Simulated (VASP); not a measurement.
These are HSE06 screened hybrid, VASP's PBE PAW potentials (set 64) (plane waves; VASP) values and carry that method's errors.

VASP input:

File POSCAR:
```
NaF
1
    0.0000000000     2.3692787814     2.3692787814
    2.3692787814     0.0000000000     2.3692787814
    2.3692787814     2.3692787814     0.0000000000
Na F
1 1
Direct
  0.0000000000   0.0000000000   0.0000000000
  0.5000000000   0.5000000000   0.5000000000
```

**INCAR**
```
AEXX = 0.25
ALGO = Normal
EDIFF = 1E-6
ENCUT = 520
GGA = PE
HFSCREEN = 0.2
ISIF = 2
ISMEAR = 0
ISYM = 3
LASPH = T
LCHARG = F
LHFCALC = T
LREAL = F
LWAVE = F
NELM = 60
PREC = Accurate
PRECFOCK = Fast
SIGMA = 0.05
SYSTEM = NaF
```

KPOINTS:
```
Regular mesh
0
G
  8 8 8
0 0 0
```

POTCAR, in this order: Na_pv F (PBE.64 set). Program: vasp_std. Read from the step before: WAVECAR.

Output of the run:

OSZICAR:
```
       N       E                     dE             d eps       ncg     rms          rms(c)
DAV:   1    -0.103215388141E+02   -0.10322E+02   -0.29463E-01   638   0.596E+00    0.412E-01
DAV:   2    -0.103191186117E+02    0.24202E-02   -0.10595E-02   659   0.172E+00    0.210E-01
DAV:   3    -0.103184604053E+02    0.65821E-03   -0.38741E-03   797   0.715E-01    0.158E-01
DAV:   4    -0.103183254670E+02    0.13494E-03   -0.17889E-04   731   0.283E-01    0.947E-02
DAV:   5    -0.103182596285E+02    0.65839E-04   -0.77887E-05   665   0.150E-01    0.470E-02
DAV:   6    -0.103182441722E+02    0.15456E-04   -0.10227E-05   656   0.584E-02    0.262E-02
DAV:   7    -0.103182391662E+02    0.50060E-05   -0.33232E-06   659   0.416E-02    0.159E-02
DAV:   8    -0.103182381529E+02    0.10133E-05   -0.14862E-06   656   0.249E-02    0.970E-03
DAV:   9    -0.103182380924E+02    0.60583E-07   -0.63073E-07   653   0.140E-02
   1 F= -.10318238E+02 E0= -.10318238E+02  d E =-.648249E-14
```

OUTCAR:
```
------------------------ aborting loop because EDIFF is reached ----------------------------------------
  FORCE on cell =-STRESS in cart. coord.  units (eV):
  Direction    XX          YY          ZZ          XY          YZ          ZX
  --------------------------------------------------------------------------------------
  Total       -0.4495563     -0.4495563     -0.4495563      0.0000000      0.0000000     -0.0000000
  in kB      -27.0779756    -27.0779756    -27.0779756      0.0000000      0.0000000     -0.0000000
  external PRESSURE =     -27.0779756 kB  Pullay stress =       0.0000000 kB
  volume of cell :       26.60
      direct lattice vectors                 reciprocal lattice vectors
     0.000000000  2.369278781  2.369278781    -0.211034684  0.211034684  0.211034684
     2.369278781  0.000000000  2.369278781     0.211034684 -0.211034684  0.211034684
     2.369278781  2.369278781  0.000000000     0.211034684  0.211034684 -0.211034684
  FREE ENERGIE OF THE ION-ELECTRON SYSTEM (eV)
  ---------------------------------------------------
  free  energy   TOTEN  =       -10.3182380924 eV

  energy  without entropy=      -10.3182380924  energy(sigma->0) =      -10.31823809

  exchange ACFDT corr.  =         0.00000000  see jH, gK, PRB 81, 115126
```
(Selected blocks of OUTCAR.)

The compound is NaF in the rock salt structure. This cell is one point of a volume scan, at 1.03 of the reference volume. The cell's shape comes from a PBE relaxation.
